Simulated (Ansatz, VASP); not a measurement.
# NbInAu (NbInAu in the AlB2 type) in two plane-wave programs, part 2 of 2

Wanted: the spread between two codes on one cell, functional and k mesh. The cell is generated by rule, not measured, and may not be a known phase. The cell is taken from a series of runs on this material, whose earlier steps may have relaxed, scaled, displaced or heated it; both programs get it as it stands.

VASP 6.6.1 and Ansatz 0.2.0.

So far: Starting point; VASP: relaxation of cell and atoms, PBE, pair 1; Ansatz: relaxation of cell and atoms, PBE, pair 1.

The structure was built from a prototype and need not be the compound's stable phase.

## (4) Side by side

Known differences besides the potentials themselves: the data sets hold 45 valence electrons in Ansatz (on its PAW soft_1 files) and 37 in VASP; the cutoff is 420 eV in Ansatz and 500 eV in VASP; Ansatz adds a Pulay correction to the stress that steers its cell, VASP none. Total energies have different zeros and are not compared.

Compared:

| quantity | Ansatz | VASP | difference |
| --- | --- | --- | --- |
| volume (Å³) | 57.64 | 57.58 | +0.10 % |
| edge a after relaxation, in the typed setting (Å) | 4.683 | 4.683 | +0.01 % |
| edge c after relaxation, in the typed setting (Å) | 3.035 | 3.032 | +0.08 % |

## (5) VASP: relaxation of cell and atoms, PBE, pair 2

The relaxed volume is the usual yardstick between codes: in a stiff, nearly cubic crystal its relative difference is about their pressure difference at one cell divided by the bulk modulus.

Input file INCAR:

```
SYSTEM = NbInAu
PREC = Accurate
ENCUT = 500
EDIFF = 1E-07
NELM = 120
ISMEAR = 0
SIGMA = 0.1
LREAL = .FALSE.
ALGO = Normal
GGA = PE
NBANDS = 24
LASPH = .TRUE.
LORBIT = 11
LWAVE = .FALSE.
LCHARG = .FALSE.
ISIF = 3
IBRION = 2
NSW = 80
EDIFFG = -0.005
GGA_COMPAT = .FALSE.
NELMIN = 4
KPAR = 2
```

Input file POSCAR:

```
NbInAu
1.0
    4.6989430000      0.0000000000      0.0000000000
   -2.3494720000      4.0694040000      0.0000000000
    0.0000000000      0.0000000000      3.0074340000
Nb In Au
1 1 1
Direct
    0.0000000000      0.0000000000      0.0000000000
    0.3333334043      0.6666666667      0.5000000000
    0.6666668085      0.3333333333      0.5000000000
```

Input file KPOINTS:

```
Automatic mesh
0
Gamma
9 9 10
0 0 0
```

The projector-augmented-wave data sets are Nb_sv, In_d and Au (PBE family, release 64).

Launch:

```
mpirun -np 2 vasp_std
```

Numbers of over 12 decimals in the logs are rounded to 6 here.

The program printed:

```text
[... set-up lines as in an earlier step ...]
 entering main loop
       N       E                     dE             d eps       ncg     rms          rms(c)
DAV:   1     0.378448491644E+03    0.37845E+03   -0.18273E+04  3472   0.188E+03
DAV:   2     0.154372165310E+02   -0.36301E+03   -0.35402E+03  3656   0.541E+02
DAV:   3    -0.156523350401E+02   -0.31090E+02   -0.30407E+02  4496   0.157E+02
DAV:   4    -0.172499128758E+02   -0.15976E+01   -0.15907E+01  5912   0.315E+01
[...]
DAV:  13    -0.158106415100E+02   -0.11300E-05   -0.23064E-06  4960   0.125E-02    0.236E-03
DAV:  14    -0.158106416499E+02   -0.13985E-06   -0.19751E-07  3040   0.415E-03    0.720E-04
DAV:  15    -0.158106416455E+02    0.43838E-08   -0.31492E-08  2272   0.235E-03
   1 F= -.15810642E+02 E0= -.15802927E+02  d E =-.158106E+02
[...]
N       E                     dE             d eps       ncg     rms          rms(c)
DAV:   1    -0.158318475440E+02   -0.21206E-01   -0.88566E-01  3568   0.791E+00    0.758E-01
[...]
DAV:   9    -0.158133191835E+02    0.37959E-07   -0.18904E-08  2176   0.155E-03
   2 F= -.15813319E+02 E0= -.15805659E+02  d E =-.267754E-02
 trial-energy change:   -0.002678  1 .order   -0.002675   -0.004160   -0.001190
 step:   1.4004(harm=  1.4004)  dis= 0.00000  next Energy=   -15.813555 (dE=-0.291E-02)
[...]
N       E                     dE             d eps       ncg     rms          rms(c)
DAV:   1    -0.158164843731E+02   -0.31652E-02   -0.14055E-01  3560   0.315E+00    0.302E-01
DAV:   2    -0.158143530116E+02    0.21314E-02   -0.59706E-03  4352   0.661E-01    0.159E-01
DAV:   3    -0.158136151396E+02    0.73787E-03   -0.16008E-03  4872   0.302E-01    0.465E-02
DAV:   4    -0.158135639264E+02    0.51213E-04   -0.21154E-04  4968   0.102E-01    0.304E-02
DAV:   5    -0.158135560989E+02    0.78274E-05   -0.25441E-05  5176   0.400E-02    0.155E-02
DAV:   6    -0.158135550216E+02    0.10773E-05   -0.27499E-06  5072   0.125E-02    0.690E-03
DAV:   7    -0.158135547746E+02    0.24702E-06   -0.38412E-07  3864   0.461E-03    0.172E-03
DAV:   8    -0.158135547217E+02    0.52954E-07   -0.23776E-08  2176   0.152E-03
   3 F= -.15813555E+02 E0= -.15805956E+02  d E =-.291308E-02
[...]
reached required accuracy - stopping structural energy minimisation
```

From OUTCAR (step 5):

```text
  Total       -0.0092243     -0.0092243     -0.0102788      0.0000000      0.0000000     -0.0000000
  in kB       -0.2565095     -0.2565095     -0.2858319      0.0000000      0.0000000     -0.0000000
  external PRESSURE =      -0.2662836 kB  Pullay stress =       0.0000000 kB

 POSITION                                       TOTAL-FORCE (eV/Angst)
 -----------------------------------------------------------------------------------
     -2.34006      4.05310      0.00000        -0.000000      0.000000      0.000000
      0.00000      2.70206      1.51869        -0.000000     -0.000000      0.000000
      2.34006      1.35103      1.51869         0.000000     -0.000000      0.000000
 -----------------------------------------------------------------------------------
    total drift:                               -0.000259      0.000000      0.000000

  FREE ENERGIE OF THE ION-ELECTRON SYSTEM (eV)
  ---------------------------------------------------
  free  energy   TOTEN  =       -15.8135547217 eV

  energy  without entropy=      -15.7983576682  energy(sigma->0) =      -15.80595619

[... 1 part as in an earlier step ...]

[... 3 further parts left out ...]
[key lines of the parts left out:]
E-fermi :  10.2636
```

## (6) Ansatz: relaxation of cell and atoms, PBE, pair 2

The same cell, functional, mesh and smearing now go to Ansatz, which takes its cutoff from its data sets.

The cell is taken from a series of runs on this material, whose earlier steps may have relaxed, scaled, displaced or heated it; both programs get it as it stands.

Input file input.yaml:

```yaml
crystal:
  lattice:
    - [4.6989433783, 0.0, 0.0]
    - [-2.3494716892, 4.0694043366, 0.0]
    - [0.0, 0.0, 3.0074342169]
  atoms:
    - { symbol: Nb, position: [0.0, 0.0, 0.0] }
    - { symbol: In, position: [0.3333333333, 0.6666666667, 0.5] }
    - { symbol: Au, position: [0.6666666667, 0.3333333333, 0.5] }
kpoints:
  mp_grid: { grid: [9, 9, 10] }
hamiltonian:
  xc: pbe
  pseudopotentials: { kind: paw, azcp: { folder: soft_1 } }
scf:
  occupations: { method: gaussian, width: 0.1 }
output:
  forces: true
  stress: true
  eigenvalues: true
relax:
  adjacent_minimum: "off"
  f_tol: 0.005
  max_steps: 80
  cell: { stress_tol: 0.05 }
```

Launch:

```
ansatz run input.yaml --threads 4 --pin off --max-ram 12288MiB --backend cpu --events-out ev --progress --plain --runs-dir out
```

The program printed:

```text
[...]
Crystal: 3 atoms, lattice volume = 57.508 Å³
Basis set: ecut = 420 eV, 1109 PW (Γ), exchange–correlation on 64×64×48 points (8 copies of the dense FFT grid, shifted against one another)
Bands: 27, of which v1, the nominal top of the filled ones, is band 23 counted from 1 (22 counted from 0)
Symmetry: 12 space group operations
[...]
k-points: 72 of 810 (time reversal used)
[...]
--- Relaxed structure (4 steps of the walk, 4 accepted, 1 SCFs on fresh bases) ---
[...]
cell:  # Å, volume = 57.6613 Å³
    - [4.680734, 2.8755538407713798e-11, 0.0]
    - [-2.340367, 4.053635, 0.0]
    - [0.0, 0.0, 3.038967]
  atoms:
    - { symbol: Nb, position: [0, 0, 0.0] }
    - { symbol: In, position: [0.333333, 0.666667, 0.500000] }
    - { symbol: Au, position: [0.666667, 0.333333, 0.500000] }
[key lines of the parts left out:]
SCF converged after 5 iterations
Free energy (F): -23301.272889 eV
Fermi energy:    16.848902 eV
P = ⅓ Tr σ = -0.0055 GPa (-0.055 kbar)
```

## (7) Differences

What differs besides the data sets and the points named for the pairs above, as far as they apply: the data sets hold 45 valence electrons in Ansatz (on its PAW soft_1 files) and 37 in VASP. Total energies have different zeros and are not compared.

Both answers:

| quantity | Ansatz | VASP | difference |
| --- | --- | --- | --- |
| volume (Å³) | 57.66 | 57.62 | +0.08 % |
| edge a after relaxation, in the typed setting (Å) | 4.681 | 4.680 | +0.01 % |
| edge c after relaxation, in the typed setting (Å) | 3.039 | 3.037 | +0.05 % |

## (8) VASP: zone-centre phonons, PBE

Second derivatives magnify differences that forces hide, and they need a tight electronic threshold.

Input file INCAR:

```
SYSTEM = NbInAu
PREC = Accurate
ENCUT = 500
EDIFF = 1E-08
NELM = 120
ISMEAR = 1
SIGMA = 0.2
LREAL = .FALSE.
ALGO = Normal
GGA = PE
NBANDS = 24
LASPH = .TRUE.
LORBIT = 11
LWAVE = .FALSE.
LCHARG = .FALSE.
ISIF = 2
IBRION = 8
GGA_COMPAT = .FALSE.
KPAR = 2
```

Input file POSCAR:

```
NbInAu
1.0
    4.6831259005      0.0000000000      0.0000000000
   -2.3415629502      4.0557059990      0.0000000000
    0.0000000000      0.0000000000      3.0346917947
Nb In Au
1 1 1
Direct
    0.0000000000      0.0000000000      0.0000000000
    0.3333333333      0.6666666667      0.5000000000
    0.6666666667      0.3333333333      0.5000000000
```

Input file KPOINTS:

```
Automatic mesh
0
Gamma
4 4 6
0 0 0
```

Launch:

```
mpirun -np 2 vasp_std
```

The program printed:

```text
[... set-up lines as in an earlier step ...]
 entering main loop
       N       E                     dE             d eps       ncg     rms          rms(c)
DAV:   1     0.377341480732E+03    0.37734E+03   -0.18333E+04   768   0.188E+03
DAV:   2     0.150011213710E+02   -0.36234E+03   -0.35335E+03   800   0.540E+02
DAV:   3    -0.157026698834E+02   -0.30704E+02   -0.29947E+02  1008   0.156E+02
DAV:   4    -0.172691290080E+02   -0.15665E+01   -0.15607E+01  1368   0.308E+01
[...]
DAV:  14    -0.158151965666E+02   -0.95998E-07   -0.17772E-07  1040   0.385E-03    0.535E-04
DAV:  15    -0.158151965877E+02   -0.21080E-07   -0.10903E-08   656   0.116E-03    0.237E-04
DAV:  16    -0.158151965915E+02   -0.38817E-08   -0.27688E-09   520   0.660E-04
   1 F= -.15815197E+02 E0= -.15812428E+02  d E =-.830657E-02
 Linear response reoptimize wavefunctions to high precision
DAV:   1    -0.158151965813E+02    0.10268E-07   -0.94319E-10   536   0.403E-04
DAV:   2    -0.158151965814E+02   -0.10732E-09   -0.44208E-10   488   0.213E-04
[...]
RMM:  16    -0.295283192374E+00    0.61164E-07   -0.42440E-08  4872   0.968E-05    0.607E-06
RMM:  17    -0.295283230561E+00   -0.38187E-07   -0.16706E-08  4736   0.584E-05    0.975E-06
RMM:  18    -0.295283228501E+00    0.20592E-08   -0.29300E-08  4584   0.367E-05    0.820E-06
 first order change of Fermi-energy   0.25287E-03
 force on displaced ion       3 direction 1 :  -9.071  -0.000   0.000
 Linear response progress:
  Degree of freedom:   6/  6
       N       E                     dE             d eps       ncg     rms          rms(c)
RMM:   1    -0.280635098548E+00   -0.28064E+00   -0.25873E-01  1606   0.246E+00
RMM:   2    -0.278284298135E+00    0.23508E-02   -0.21062E-02  1612   0.767E-01    0.112E-01
RMM:   3    -0.277582085400E+00    0.70221E-03   -0.32540E-03  1609   0.405E-01    0.723E-02
RMM:   4    -0.277488670111E+00    0.93415E-04   -0.13556E-03  1643   0.194E-01    0.199E-02
[...]
RMM:  17    -0.277505581043E+00   -0.63908E-07   -0.28211E-09  1965   0.527E-05    0.115E-05
RMM:  18    -0.277505592771E+00   -0.11728E-07    0.27616E-09  1799   0.307E-05    0.987E-06
RMM:  19    -0.277505602629E+00   -0.98578E-08   -0.40075E-09  1731   0.198E-05    0.991E-06
 first order change of Fermi-energy  -0.25629E-03
 force on displaced ion       3 direction 3 :   0.000  -0.000  -0.677
 Linear response finished
```

Parts of OUTCAR (step 8):

```text
  Total        0.1476190      0.1476190     -0.5675949      0.0000000      0.0000000      0.0000000
  in kB        4.1033253      4.1033253    -15.7772815      0.0000000      0.0000000      0.0000000
  external PRESSURE =      -2.5235436 kB  Pullay stress =       0.0000000 kB

 POSITION                                       TOTAL-FORCE (eV/Angst)
 -----------------------------------------------------------------------------------
      0.00000      0.00000      0.00000        -0.000000      0.000000      0.000000
     -0.00000      2.70380      1.51735        -0.000000      0.000000      0.000000
      2.34156      1.35190      1.51735         0.000000     -0.000000      0.000000
 -----------------------------------------------------------------------------------
    total drift:                               -0.000000      0.000000     -0.000000

[... 2 further parts left out ...]
```

## (9) Ansatz: zone-centre phonons, PBE

The same cell, functional, mesh and smearing now go to Ansatz, which takes its cutoff from its data sets.

The cell is taken from a series of runs on this material, whose earlier steps may have relaxed, scaled, displaced or heated it; both programs get it as it stands.

Input file input.yaml:

```yaml
crystal:
  lattice:
    - [4.6831259005, 0.0, 0.0]
    - [-2.3415629502, 4.055705999, 0.0]
    - [0.0, 0.0, 3.0346917947]
  atoms:
    - { symbol: Nb, position: [0.0, 0.0, 0.0] }
    - { symbol: In, position: [0.3333333333, 0.6666666667, 0.5] }
    - { symbol: Au, position: [0.6666666667, 0.3333333333, 0.5] }
kpoints:
  mp_grid: { grid: [4, 4, 6] }
hamiltonian:
  xc: pbe
  pseudopotentials: { kind: paw, azcp: { folder: soft_1 } }
scf:
  occupations: { method: methfessel_paxton, width: 0.2 }
output:
  eigenvalues: true
phonons:
  method: dfpt
  qmesh: [2, 2, 2]
  temperatures: { t_max: 1000, t_step: 50 }
  qpath:
    path:
      - [[0.0, 0.0, 0.0], [0.5, 0.0, 0.0], [0.33333333, 0.33333333, 0.0], [0.0, 0.0, 0.0], [0.0, 0.0, 0.5], [0.5, 0.0, 0.5], [0.33333333, 0.33333333, 0.5], [0.0, 0.0, 0.5]]
      - [[0.5, 0.0, 0.5], [0.5, 0.0, 0.0]]
      - [[0.33333333, 0.33333333, 0.5], [0.33333333, 0.33333333, 0.0]]
    npoints: 10
```

Launch:

```
ansatz run input.yaml --threads 4 --pin off --max-ram 12288MiB --backend cpu --events-out ev --progress --plain --runs-dir out
```

The program printed:

```text
[...]
Crystal: 3 atoms, lattice volume = 57.639 Å³
Basis set: ecut = 420 eV, 1121 PW (Γ), exchange–correlation on 64×64×48 points (8 copies of the dense FFT grid, shifted against one another)
Bands: 27, of which v1, the nominal top of the filled ones, is band 23 counted from 1 (22 counted from 0)
Symmetry: 12 space group operations
k-points: 16 of 96 (time reversal used)
[...]
largest difference from the sums on the solved wave vectors: F 8.31e-2 eV, S 1.15e-4 and C_V 3.23e-5 eV/K
  zero-point energy: 0.062812 eV/cell   skipped modes (ω ≤ 0): 3   left out of the sums: 6.51e-5 of the cell's modes: C_V's classical limit lies that fraction below 3 k_B per atom; for a crystal, a wire or a layer, F and S can be off by more, and a phonons.interpolated_qmesh denser along its periods is the remedy for the sampling
[key lines of the parts left out:]
SCF converged after 13 iterations
Free energy (F): -23301.274418 eV
Fermi energy:    16.859963 eV
```

## (10) Differences

What differs besides the data sets and the points named for the pairs above, as far as they apply: VASP's run holds the zone centre alone; the data sets hold 45 valence electrons in Ansatz (on its PAW soft_1 files) and 37 in VASP. Total energies have different zeros and are not compared.

Compared:

| quantity | Ansatz | VASP | difference |
| --- | --- | --- | --- |
| optical mode 1 (cm⁻¹) | 34.1 | 32.6 | +1.5 |
| optical mode 2 (cm⁻¹) | 110.8 | 110.7 | +0.14 % |
| optical mode 3 to 4 (cm⁻¹) | 125.1 | 125.4 | -0.26 % |
| optical mode 5 to 6 (cm⁻¹) | 186.2 | 186.5 | -0.17 % |

Modes are paired by rising frequency, not by their patterns, so a pair may set unlike modes beside each other; they are those without the splitting of longitudinal modes.

## (11) Outcome

| Item | Value |
| --- | --- |
| difference in volume (relaxation of cell and atoms, PBE, pair 1) | 0.098 % |
| difference in volume (relaxation of cell and atoms, PBE, pair 2) | 0.079 % |
| r.m.s. difference of the optical zone-centre modes, each program's sorted by frequency (zone-centre phonons, PBE) | 0.66 cm⁻¹ |

The difference in volume is 0.098 % (relaxation of cell and atoms, PBE, pair 1), within the 1.2 % picked in this series as the mark of a large difference, as far as the stopping tolerances let one tell. The data sets hold unlike numbers of valence electrons (45 in Ansatz and 37 in VASP), so part of the differences comes from the potentials. 1 further run of this series is not shown here. How closely two codes agree says nothing of how well the functional describes the real material.

[Lines on the potential files, build, host, timing and source positions are cut from VASP's logs without a mark.]

[Logs are printed without paths, hosts, clocks, repeated set-up lines and the standing remarks that a program may print on its own settings, such as how far it seeks lower states.]

[Hosts, paths, dates, database ids (printed as entryN), source tags and the programs' standing remarks are cut or masked in the printed files.]
